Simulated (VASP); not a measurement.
# GaP: GW quasiparticle gap, part 5 of 7

Aim: the quasiparticle gap of GaP, and what it costs to get it. The cell is of the zinc-blende type, one of the forms listed for this formula. The start is a cell from a database of measured crystal structures.

VASP 6.6.1, plane waves and PAW; the level of theory is named at each step.

So far, quasiparticle gap on the mesh (eV): step 4 (evGW0, evGW0 on PBE) 2.32; step 5 (evGW, evGW on PBE) 2.44. Also gap on the k-mesh (eV): step 3 (empty bands, functional PBE) 1.65.

## 6. QPGW0

This step: QPGW0 on PBE; plane waves and PAW (Ga_d_GW, P_GW) (VASP 6.6.1).

Here the orbitals are updated too, by diagonalising a Hermitian self-energy in the bands up to NBANDSGW.

Input file INCAR:

```
SYSTEM = GaP
PREC = Accurate
ENCUT = 430
ISMEAR = 0
SIGMA = 0.01
LREAL = .FALSE.
GGA = PE
NBANDS = 224
ALGO = QPGW0
NELMGW = 4
ENCUTGW = 180
NOMEGA = 48
PRECFOCK = Fast
NBANDSGW = 28
LWAVE = .FALSE.
LCHARG = .FALSE.
```

Input file POSCAR:

```
GaP
1.0
    0.0000000000      2.7252500000      2.7252500000
    2.7252500000      0.0000000000      2.7252500000
    2.7252500000      2.7252500000      0.0000000000
Ga P
1 1
Direct
    0.0000000000      0.0000000000      0.0000000000
    0.7500000000      0.7500000000      0.7500000000
```

Input file KPOINTS:

```
Automatic mesh
0
Gamma
6 6 6
0 0 0
```

The projector-augmented-wave data sets are Ga_d_GW and P_GW (PBE family, release 64).

Command:

```sh
mpirun -np 4 vasp_std
```

What it wrote:

```text
[banner, memory and clock lines left out]
running    4 mpi-ranks, on    1 nodes
 distrk:  each k-point on    4 cores,    1 groups
 distr:  one band on    1 cores,    4 groups

 POSCAR found type information on POSCAR GaP
 POSCAR found :  2 types and       2 ions
 [... a notice as in an earlier step ...]

 LDA part: xc-table for (Slater+PW92), standard interpolation
 found WAVECAR, reading the header
 POSCAR, INCAR and KPOINTS ok, starting setup
 FFT: planning ... GRIDC
 FFT: planning ... GRID_SOFT
 FFT: planning ... GRID
 reading WAVECAR
 the WAVECAR file was read successfully
 initial charge from wavefunction
 available memory per node:     64.87 GB, setting MAXMEM to     66422

 The Fermi energy was updated, please check that it is located mid-gap
 values below the HOMO (VB) or above the LUMO (CB) will cause erroneous energies
 E-fermi :   5.1885

 calculate exact exchange contribution
 the WAVEDER file was read successfully
energies w=
    0.000    0.000    0.580    0.000    1.157    0.000    1.729    0.000
    2.295    0.000    2.853    0.000    3.401    0.000    3.940    0.000
    4.468    0.000    4.987    0.000    5.497    0.000    5.998    0.000
    6.492    0.000    6.980    0.000    7.464    0.000    7.945    0.000
    8.426    0.000    8.908    0.000    9.393    0.000    9.884    0.000
   10.383    0.000   10.894    0.000   11.418    0.000   11.960    0.000
   12.523    0.000   13.112    0.000   13.731    0.000   14.388    0.000
   15.089    0.000   15.842    0.000   16.659    0.000   17.552    0.000
   18.537    0.000   19.634    0.000   20.869    0.000   22.275    0.000
   23.898    0.000   25.799    0.000   28.060    0.000   30.803    0.000
   34.205    0.000   38.542    0.000   44.262    0.000   52.145    0.000
   63.687    0.000   82.155    0.000  116.318    0.000  200.477    0.000
 responsefunction array rank=     232
 LDA part: xc-table for (Slater+PW92), standard interpolation

 min. memory requirement per mpi rank    996.3 MB, per node   3985.1 MB

 allocating  12 responsefunctions rank=   232
 shmem allocating  48 responsefunctions rank=   232
 response function shared by NCSHMEM nodes    1
 Doing           12  frequencies on each core in blocks of           48
NQ=   1    0.0000    0.0000    0.0000,
|.........|.........|.........|.........|.........|.........|.........|.........
 performed       1036000 updates of chi_q(r,r)
 total number of BLAS operations        434.89 Gflops
NQ=   2    0.1667    0.0000    0.0000,
|.........|.........|.........|.........|.........|.........|.........|.........
 performed       2925000 updates of chi_q(r,r)
 total number of BLAS operations       1207.01 Gflops
NQ=   3    0.3333    0.0000    0.0000,
|.........|.........|.........|.........|.........|.........|.........|.........
 performed       4814000 updates of chi_q(r,r)
 total number of BLAS operations       1958.75 Gflops
NQ=   4    0.5000    0.0000    0.0000,
|.........|.........|.........|.........|.........|.........|.........|.........
 performed       6402000 updates of chi_q(r,r)
 total number of BLAS operations       2619.39 Gflops
NQ=   5    0.1667    0.1667    0.0000,
|.........|.........|.........|.........|.........|.........|.........|.........
 performed       8291000 updates of chi_q(r,r)
 total number of BLAS operations       3337.81 Gflops
NQ=   6    0.3333    0.1667    0.0000,
|.........|.........|.........|.........|.........|.........|.........|.........
 performed      11259000 updates of chi_q(r,r)
 total number of BLAS operations       4497.65 Gflops
NQ=   7    0.5000    0.1667    0.0000,
|.........|.........|.........|.........|.........|.........|.........|.........
 performed      14227000 updates of chi_q(r,r)
 total number of BLAS operations       5678.57 Gflops
NQ=   8   -0.3333    0.1667    0.0000,
|.........|.........|.........|.........|.........|.........|.........|.........
 performed      17195000 updates of chi_q(r,r)
 total number of BLAS operations       6838.41 Gflops
NQ=   9   -0.1667    0.1667    0.0000,
|.........|.........|.........|.........|.........|.........|.........|.........
 performed      19761000 updates of chi_q(r,r)
 total number of BLAS operations       7814.36 Gflops
NQ=  10    0.3333    0.3333    0.0000,
|.........|.........|.........|.........|.........|.........|.........|.........
 performed      21650000 updates of chi_q(r,r)
 total number of BLAS operations       8532.77 Gflops
NQ=  11    0.5000    0.3333    0.0000,
|.........|.........|.........|.........|.........|.........|.........|.........
 performed      24618000 updates of chi_q(r,r)
 total number of BLAS operations       9724.31 Gflops
NQ=  12   -0.3333    0.3333    0.0000,
|.........|.........|.........|.........|.........|.........|.........|.........
 performed      27184000 updates of chi_q(r,r)
 total number of BLAS operations      10718.25 Gflops
NQ=  13    0.5000    0.5000    0.0000,
|.........|.........|.........|.........|.........|.........|.........|.........
 performed      28596000 updates of chi_q(r,r)
 total number of BLAS operations      11275.34 Gflops
NQ=  14    0.5000    0.3333    0.1667,
|.........|.........|.........|.........|.........|.........|.........|.........
 performed      31940000 updates of chi_q(r,r)
 total number of BLAS operations      12605.97 Gflops
NQ=  15   -0.3333    0.3333    0.1667,
|.........|.........|.........|.........|.........|.........|.........|.........
 performed      35084000 updates of chi_q(r,r)
 total number of BLAS operations      13823.34 Gflops
NQ=  16   -0.3333    0.5000    0.1667,
|.........|.........|.........|.........|.........|.........|.........|.........
 performed      37663000 updates of chi_q(r,r)
 total number of BLAS operations      14786.14 Gflops
 resolving degeneracies of screened two electron integrals

 calculate QP shifts <psi_nk| G(iteration)W_0 |psi_nk>: iteration 1

 QP shifts <psi_nk| G(iteration)W_0 |psi_nk>: iteration 1
 NQ=           1  operations          48
 NQ=           2  operations           6
 NQ=           3  operations           6
 NQ=           4  operations          12
 NQ=           5  operations           8
 NQ=           6  operations           2
 NQ=           7  operations           2
 NQ=           8  operations           2
 NQ=           9  operations           4
 NQ=          10  operations           8
 NQ=          11  operations           2
 NQ=          12  operations           4
 NQ=          13  operations          16
 NQ=          14  operations           2
 NQ=          15  operations           2
 NQ=          16  operations           4
 allocating  12 responsefunctions rank=   232
 shmem allocating  48 responsefunctions rank=   232
[...]
NQ=   4    0.5000    0.0000    0.0000,
|.........|.........|.........|.........|.........|.........|.........|.........
 performed       6402000 updates of chi_q(r,r)
 total number of BLAS operations       2619.39 Gflops
NQ=   5    0.1667    0.1667    0.0000,
|.........|.........|.........|.........|.........|.........|.........|.........
 performed       8291000 updates of chi_q(r,r)
 total number of BLAS operations       3337.81 Gflops
NQ=   6    0.3333    0.1667    0.0000,
|.........|.........|.........|.........|.........|.........|.........|.........
 performed      11259000 updates of chi_q(r,r)
 total number of BLAS operations       4497.65 Gflops
NQ=   7    0.5000    0.1667    0.0000,
|.........|.........|.........|.........|.........|.........|.........|.........
 performed      14227000 updates of chi_q(r,r)
 total number of BLAS operations       5678.57 Gflops
NQ=   8   -0.3333    0.1667    0.0000,
|.........|.........|.........|.........|.........|.........|.........|.........
 performed      17195000 updates of chi_q(r,r)
 total number of BLAS operations       6838.41 Gflops
NQ=   9   -0.1667    0.1667    0.0000,
|.........|.........|.........|.........|.........|.........|.........|.........
 performed      19761000 updates of chi_q(r,r)
 total number of BLAS operations       7814.36 Gflops
NQ=  10    0.3333    0.3333    0.0000,
|.........|.........|.........|.........|.........|.........|.........|.........
 performed      21650000 updates of chi_q(r,r)
 total number of BLAS operations       8532.77 Gflops
NQ=  11    0.5000    0.3333    0.0000,
|.........|.........|.........|.........|.........|.........|.........|.........
 performed      24618000 updates of chi_q(r,r)
 total number of BLAS operations       9724.31 Gflops
NQ=  12   -0.3333    0.3333    0.0000,
|.........|.........|.........|.........|.........|.........|.........|.........
 performed      27184000 updates of chi_q(r,r)
 total number of BLAS operations      10718.25 Gflops
NQ=  13    0.5000    0.5000    0.0000,
|.........|.........|.........|.........|.........|.........|.........|.........
 performed      28596000 updates of chi_q(r,r)
 total number of BLAS operations      11275.34 Gflops
NQ=  14    0.5000    0.3333    0.1667,
|.........|.........|.........|.........|.........|.........|.........|.........
 performed      31940000 updates of chi_q(r,r)
 total number of BLAS operations      12605.97 Gflops
NQ=  15   -0.3333    0.3333    0.1667,
|.........|.........|.........|.........|.........|.........|.........|.........
 performed      35084000 updates of chi_q(r,r)
 total number of BLAS operations      13823.34 Gflops
NQ=  16   -0.3333    0.5000    0.1667,
|.........|.........|.........|.........|.........|.........|.........|.........
 performed      37663000 updates of chi_q(r,r)
 total number of BLAS operations      14786.14 Gflops
 resolving degeneracies of screened two electron integrals

 QP shifts <psi_nk| G(iteration)W_0 |psi_nk>: iteration 3
 NQ=           1  operations          48
 NQ=           2  operations           6
 NQ=           3  operations           6
 NQ=           4  operations          12
 NQ=           5  operations           8
 NQ=           6  operations           2
 NQ=           7  operations           2
 NQ=           8  operations           2
 NQ=           9  operations           4
 NQ=          10  operations           8
 NQ=          11  operations           2
 NQ=          12  operations           4
 NQ=          13  operations          16
 NQ=          14  operations           2
 NQ=          15  operations           2
 NQ=          16  operations           4
 allocating  12 responsefunctions rank=   232
 shmem allocating  48 responsefunctions rank=   232
 response function shared by NCSHMEM nodes    1
 Doing           12  frequencies on each core in blocks of           48
NQ=   1    0.0000    0.0000    0.0000,
|.........|.........|.........|.........|.........|.........|.........|.........
 performed       1036000 updates of chi_q(r,r)
 total number of BLAS operations        434.89 Gflops
NQ=   2    0.1667    0.0000    0.0000,
|.........|.........|.........|.........|.........|.........|.........|.........
 performed       2925000 updates of chi_q(r,r)
 total number of BLAS operations       1207.01 Gflops
NQ=   3    0.3333    0.0000    0.0000,
|.........|.........|.........|.........|.........|.........|.........|.........
 performed       4814000 updates of chi_q(r,r)
 total number of BLAS operations       1958.75 Gflops
NQ=   4    0.5000    0.0000    0.0000,
|.........|.........|.........|.........|.........|.........|.........|.........
 performed       6402000 updates of chi_q(r,r)
 total number of BLAS operations       2619.39 Gflops
NQ=   5    0.1667    0.1667    0.0000,
|.........|.........|.........|.........|.........|.........|.........|.........
 performed       8291000 updates of chi_q(r,r)
 total number of BLAS operations       3337.81 Gflops
NQ=   6    0.3333    0.1667    0.0000,
|.........|.........|.........|.........|.........|.........|.........|.........
 performed      11259000 updates of chi_q(r,r)
 total number of BLAS operations       4497.65 Gflops
NQ=   7    0.5000    0.1667    0.0000,
|.........|.........|.........|.........|.........|.........|.........|.........
 performed      14227000 updates of chi_q(r,r)
 total number of BLAS operations       5678.57 Gflops
NQ=   8   -0.3333    0.1667    0.0000,
|.........|.........|.........|.........|.........|.........|.........|.........
 performed      17195000 updates of chi_q(r,r)
 total number of BLAS operations       6838.41 Gflops
NQ=   9   -0.1667    0.1667    0.0000,
|.........|.........|.........|.........|.........|.........|.........|.........
 performed      19761000 updates of chi_q(r,r)
 total number of BLAS operations       7814.36 Gflops
NQ=  10    0.3333    0.3333    0.0000,
|.........|.........|.........|.........|.........|.........|.........|.........
 performed      21650000 updates of chi_q(r,r)
 total number of BLAS operations       8532.77 Gflops
NQ=  11    0.5000    0.3333    0.0000,
|.........|.........|.........|.........|.........|.........|.........|.........
 performed      24618000 updates of chi_q(r,r)
 total number of BLAS operations       9724.31 Gflops
NQ=  12   -0.3333    0.3333    0.0000,
|.........|.........|.........|.........|.........|.........|.........|.........
 performed      27184000 updates of chi_q(r,r)
 total number of BLAS operations      10718.25 Gflops
NQ=  13    0.5000    0.5000    0.0000,
|.........|.........|.........|.........|.........|.........|.........|.........
 performed      28596000 updates of chi_q(r,r)
 total number of BLAS operations      11275.34 Gflops
NQ=  14    0.5000    0.3333    0.1667,
|.........|.........|.........|.........|.........|.........|.........|.........
 performed      31940000 updates of chi_q(r,r)
 total number of BLAS operations      12605.97 Gflops
NQ=  15   -0.3333    0.3333    0.1667,
|.........|.........|.........|.........|.........|.........|.........|.........
 performed      35084000 updates of chi_q(r,r)
 total number of BLAS operations      13823.34 Gflops
NQ=  16   -0.3333    0.5000    0.1667,
|.........|.........|.........|.........|.........|.........|.........|.........
 performed      37663000 updates of chi_q(r,r)
 total number of BLAS operations      14786.14 Gflops
 resolving degeneracies of screened two electron integrals

 QP shifts <psi_nk| G(iteration)W_0 |psi_nk>: iteration 4
 NQ=           1  operations          48
 NQ=           2  operations           6
 NQ=           3  operations           6
 NQ=           4  operations          12
 NQ=           5  operations           8
 NQ=           6  operations           2
 NQ=           7  operations           2
 NQ=           8  operations           2
 NQ=           9  operations           4
 NQ=          10  operations           8
 NQ=          11  operations           2
 NQ=          12  operations           4
 NQ=          13  operations          16
 NQ=          14  operations           2
 NQ=          15  operations           2
 NQ=          16  operations           4
 entering main loop
```

Run time: 44 min. Hardware: 4 MPI ranks of Intel Xeon 6975P-C (Granite Rapids), shared host; peak memory 4.1 GiB.

OUTCAR, selected parts (step 6):

```text
   NELECT =      18.0000    total number of electrons

 E-fermi :   5.1885

 QP shifts <psi_nk| G(iteration)W_0 |psi_nk>: iteration 1
 k-point   1 :       0.0000    0.0000    0.0000
  band No. DFT-energies  QP-energies  QP-e(diag)   sigma(DFT)    Z            occupation
    ...
      6      -8.1293      -8.6800      -8.6705      -8.9766       0.6387       2.0000
      7       4.3650       3.7230       3.7253       3.5239       0.7606       2.0000
      8       4.3650       3.7230       3.7253       3.5239       0.7606       2.0000
      9       4.3650       3.7230       3.7253       3.5239       0.7606       2.0000
     10       6.1861       6.4213       6.4439       6.5208       0.7703       0.0000
     11       8.2449       8.3847       8.3864       8.4298       0.7652       0.0000
     12       8.2449       8.3847       8.3864       8.4298       0.7652       0.0000
     13       8.2449       8.3847       8.3864       8.4298       0.7652       0.0000
    ...

 k-point   2 :       0.1667    0.0000    0.0000
  band No. DFT-energies  QP-energies  QP-e(diag)   sigma(DFT)    Z            occupation
    ...
      6      -7.7733      -8.3480      -8.3463      -8.6545       0.6502       2.0000
      7       1.9759       1.3260       1.3346       1.1127       0.7429       2.0000
      8       3.9940       3.3376       3.3408       3.1355       0.7608       2.0000
      9       3.9940       3.3376       3.3408       3.1355       0.7608       2.0000
     10       6.7746       6.9727       6.9861       7.0499       0.7684       0.0000
     11       8.7936       8.9428       8.9450       8.9930       0.7591       0.0000
     12       8.7936       8.9428       8.9450       8.9930       0.7591       0.0000
     13       9.3895       9.4983       9.5069       9.5455       0.7521       0.0000
    ...

 QP shifts <psi_nk| G(iteration)W_0 |psi_nk>: iteration 2
 k-point   1 :       0.0000    0.0000    0.0000
  band No. DFT-energies  QP-energies  QP-e(diag)   sigma(DFT)    Z            occupation
    ...
      6      -8.6800      -8.8951      -8.8909      -9.0089       0.6413       2.0000
      7       3.7230       3.5900       3.5944       3.5543       0.7626       2.0000
      8       3.7230       3.5900       3.5944       3.5543       0.7626       2.0000
      9       3.7230       3.5900       3.5944       3.5543       0.7626       2.0000
     10       6.4213       6.4542       6.4543       6.4641       0.7714       0.0000
     11       8.3847       8.3796       8.3832       8.3828       0.7664       0.0000
     12       8.3847       8.3796       8.3832       8.3828       0.7664       0.0000
     13       8.3847       8.3796       8.3832       8.3828       0.7664       0.0000
    ...

 QP shifts <psi_nk| G(iteration)W_0 |psi_nk>: iteration 3
 k-point   1 :       0.0000    0.0000    0.0000
  band No. DFT-energies  QP-energies  QP-e(diag)   sigma(DFT)    Z            occupation
    ...
      6      -8.8951      -8.9681      -8.9651      -9.0044       0.6401       2.0000
      7       3.5900       3.5458       3.5509       3.5388       0.7633       2.0000
      8       3.5900       3.5458       3.5509       3.5388       0.7633       2.0000
      9       3.5900       3.5458       3.5509       3.5388       0.7633       2.0000
     10       6.4542       6.4489       6.4466       6.4443       0.7718       0.0000
     11       8.3796       8.3707       8.3763       8.3753       0.7681       0.0000
     12       8.3796       8.3707       8.3763       8.3753       0.7681       0.0000
     13       8.3796       8.3707       8.3763       8.3753       0.7681       0.0000
    ...

 QP shifts <psi_nk| G(iteration)W_0 |psi_nk>: iteration 4
 k-point   1 :       0.0000    0.0000    0.0000
  band No. DFT-energies  QP-energies  QP-e(diag)   sigma(DFT)    Z            occupation
    ...
      6      -8.9681      -8.9953      -8.9925      -9.0062       0.6396       2.0000
      7       3.5458       3.5254       3.5305       3.5258       0.7635       2.0000
      8       3.5458       3.5254       3.5305       3.5258       0.7635       2.0000
      9       3.5458       3.5254       3.5305       3.5258       0.7635       2.0000
     10       6.4489       6.4391       6.4366       6.4330       0.7719       0.0000
     11       8.3707       8.3652       8.3707       8.3708       0.7682       0.0000
     12       8.3707       8.3652       8.3707       8.3708       0.7682       0.0000
     13       8.3707       8.3652       8.3707       8.3708       0.7682       0.0000
    ...

[... 16 parts as in an earlier step ...]

[... 29 further parts left out ...]
```

Numbers from this step:

```yaml
quasiparticle_gap_on_the_mesh: 2.334 eV
smallest_direct_quasiparticle_gap_on_the_mesh: 2.914 eV
```

QP gap by iteration, by row:

| iteration | gap (eV) | direct gap (eV) |
| --- | --- | --- |
| 1 | 2.198 | 2.698 |
| 2 | 2.282 | 2.864 |
| 3 | 2.314 | 2.903 |
| 4 | 2.334 | 2.914 |

GW takes the gap from 1.647 to 2.334 eV. That is +15 meV against evGW0 on PBE. The last pass still moved it by +20 meV. The mesh misses a band edge: at the starting level the path gave a gap 0.06 eV smaller. Spin-orbit coupling is left out. The value holds for 224 bands, ENCUTGW = 180 eV and this mesh, and isn't shown to be converged in them.

(Continued in part 6 of 7.)

[Lines on the potential files, build, host, timing and source positions are cut from VASP's logs without a mark.]

[Logs are printed without paths, hosts, clocks, repeated set-up lines and the standing remarks that a program may print on its own settings, such as how far it seeks lower states.]

[Hosts, paths, dates, database ids (printed as entryN), source tags and the programs' standing remarks are cut or masked in the printed files.]

[Pressures printed for these runs are not shown converged in the cutoff: they can be off by several GPa and have the wrong sign.]
